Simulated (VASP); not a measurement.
These are AM05 GGA, VASP's PBE PAW potentials (set 64) (plane waves; VASP) values and carry that method's errors.

VASP ran on this input.

INCAR:
```
# general
SYSTEM   =  CoAl
PREC     =  Accurate
ENCUT    =  520
LREAL    =  F
LASPH    =  T

# electronic loop
EDIFF    =  1E-7
NELM     =  100
ALGO     =  Normal
LMAXMIX  =  4

# smearing
ISMEAR   =  -5

# functional
GGA      =  AM

# ions
ISIF     =  2

# output
LWAVE    =  F
LCHARG   =  T
LORBIT   =  11
NEDOS    =  601
```

### POSCAR
```
CoAl
1
    2.8222477601     0.0000000000     0.0000000000
    0.0000000000     2.8222477601     0.0000000000
    0.0000000000     0.0000000000     2.8222477601
Al Co
1 1
Direct
  0.5000000000   0.5000000000   0.5000000000
  0.0000000000   0.0000000000   0.0000000000
```

**KPOINTS**
```
Automatic mesh
0
Gamma
14 14 14
0 0 0
```

POTCAR, in this order: Al Co (PBE.64 set). Program: vasp_std.

The run wrote:

### OSZICAR
```
       N       E                     dE             d eps       ncg     rms          rms(c)
DAV:   1     0.357387841307E+02    0.35739E+02   -0.54178E+03  2426   0.127E+03
DAV:   2    -0.133346329295E+02   -0.49073E+02   -0.46779E+02  2412   0.194E+02
DAV:   3    -0.146263995141E+02   -0.12918E+01   -0.12796E+01  2860   0.410E+01
DAV:   4    -0.146506297596E+02   -0.24230E-01   -0.24239E-01  2922   0.502E+00
DAV:   5    -0.146514105096E+02   -0.78075E-03   -0.78116E-03  2858   0.901E-01    0.134E+01
DAV:   6    -0.174451239036E+02   -0.27937E+01   -0.77732E+01  2714   0.133E+02    0.178E+01
DAV:   7    -0.127952184679E+02    0.46499E+01   -0.33547E+01  2636   0.839E+01    0.191E+00
DAV:   8    -0.127839189247E+02    0.11300E-01   -0.24362E-01  2534   0.441E+00    0.125E+00
DAV:   9    -0.127673856127E+02    0.16533E-01   -0.47596E-02  2922   0.293E+00    0.331E-01
DAV:  10    -0.127667763693E+02    0.60924E-03   -0.13338E-03  2864   0.523E-01    0.147E-01
DAV:  11    -0.127667571138E+02    0.19255E-04   -0.32754E-05  2908   0.564E-02    0.223E-02
DAV:  12    -0.127667485624E+02    0.85515E-05   -0.12916E-05  2748   0.513E-02    0.621E-03
DAV:  13    -0.127667479292E+02    0.63321E-06   -0.41387E-07  2598   0.564E-03    0.162E-03
DAV:  14    -0.127667473954E+02    0.53382E-06   -0.10043E-07  1292   0.388E-03    0.752E-04
DAV:  15    -0.127667475947E+02   -0.19936E-06   -0.15915E-08  1256   0.187E-03    0.125E-04
DAV:  16    -0.127667476082E+02   -0.13469E-07   -0.16198E-09  1254   0.424E-04
   1 F= -.12766748E+02 E0= -.12766748E+02  d E =0.000000E+00
```

**OUTCAR**
```
------------------------ aborting loop because EDIFF is reached ----------------------------------------
  FORCE on cell =-STRESS in cart. coord.  units (eV):
  Direction    XX          YY          ZZ          XY          YZ          ZX
  --------------------------------------------------------------------------------------
  Total       -0.0102628     -0.0102628     -0.0102628      0.0000000     -0.0000000      0.0000000
  in kB       -0.7314631     -0.7314631     -0.7314631      0.0000000     -0.0000000      0.0000000
  external PRESSURE =      -0.7314631 kB  Pullay stress =       0.0000000 kB
  volume of cell :       22.48
      direct lattice vectors                 reciprocal lattice vectors
     2.822247760  0.000000000  0.000000000     0.354327502  0.000000000  0.000000000
     0.000000000  2.822247760  0.000000000     0.000000000  0.354327502  0.000000000
     0.000000000  0.000000000  2.822247760     0.000000000  0.000000000  0.354327502
 POSITION                                       TOTAL-FORCE (eV/Angst)
 -----------------------------------------------------------------------------------
      1.41112      1.41112      1.41112         0.000000      0.000000      0.000000
      0.00000      0.00000      0.00000         0.000000      0.000000      0.000000
 -----------------------------------------------------------------------------------
    total drift:                                0.000000      0.000000      0.000000
  FREE ENERGIE OF THE ION-ELECTRON SYSTEM (eV)
  ---------------------------------------------------
  free  energy   TOTEN  =       -12.7667476082 eV

  energy  without entropy=      -12.7667476082  energy(sigma->0) =      -12.76674761

 total charge

# of ion       s       p       d       tot
------------------------------------------
    1        0.397   0.441   0.000   0.838
    2        0.444   0.532   7.530   8.506
--------------------------------------------------
tot          0.841   0.973   7.530   9.344
```
(Selected blocks of OUTCAR.)

File OUTCAR:
```
 val. band max:       10.9350952136   @ k =   0.5000   0.3571   0.2857

 cond. band min:      10.8313979699   @ k =   0.5000   0.3571   0.0714


 Fermi energy:        10.8670496673

 k-point     1 :       0.0000    0.0000    0.0000
  band No.  band energies     occupation
      1      -0.4120      2.00000
      2       7.7159      2.00000
      3       7.7159      2.00000
      4      10.0030      2.00000
      5      10.0030      2.00000
      6      10.0030      2.00000
      7      16.9742      0.00000
      8      16.9742      0.00000
      9      16.9742      0.00000
     10      19.6764      0.00000

 k-point     2 :       0.0714    0.0000    0.0000
  band No.  band energies     occupation
      1      -0.3132      2.00000
      2       7.7079      2.00000
      3       7.7439      2.00000
      4       9.9485      2.00000
      5       9.9485      2.00000
      6      10.0088      2.00000
      7      16.0245      0.00000
      8      17.1123      0.00000
      9      17.1123      0.00000
     10      19.6608      0.00000

 k-point     3 :       0.1429    0.0000    0.0000
  band No.  band energies     occupation
      1      -0.0186      2.00000
      2       7.6561      2.00000
      3       7.8237      2.00000
      4       9.8025      2.00000
      5       9.8025      2.00000
      6      10.0250      2.00000
      7      14.4610      0.00000
      8      17.5100      0.00000
      9      17.5100      0.00000
     10      19.6148      0.00000

 k-point     4 :       0.2143    0.0000    0.0000
  band No.  band energies     occupation
      1       0.4661      2.00000
      2       7.4714      2.00000
      3       7.9424      2.00000
      4       9.6067      2.00000
      5       9.6067      2.00000
      6      10.0485      2.00000
      7      13.0212      0.00000
      8      18.1277      0.00000
      9      18.1277      0.00000
     10      19.5419      0.00000

 k-point     5 :       0.2857    0.0000    0.0000
...
```

For a metal the tetrahedron method with Blöchl corrections gives inexact stress and forces.

The compound is CoAl in the CsCl type structure. It was relaxed first. The run is not spin-polarised, so no magnetic state was tried.
